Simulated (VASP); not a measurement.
A 78-atom supercell of Al2O3 (corundum) holds Al vacancy with a neighbouring O vacancy in charge state -1. It is relaxed twice, with the total moment held at 0 and at 2 μB. These are PBE GGA, VASP's PBE PAW potentials (set 64) (plane waves; VASP 6.6.1) values and carry that method's errors. Settings: PREC = Normal, LREAL = Auto, ISYM = 0, NELECT = 376.0, EDIFF = 1E-5, 400 eV cut-off, 1×1×1 Γ-centred mesh, Gaussian smearing of 0.050 eV, potentials Al O.

The cell is charged, with a uniform compensating background. The supercell is sampled at Γ alone, which is coarse: total energies, pressure and levels can be off, energies of defects by several tenths of an eV.

### Question
Which spin state lies lower, and by how much?

### Answer
The state with 0 μB lies lower, by 2.79 eV.

The cell is a supercell with a defect, built from Al2O3 (corundum).
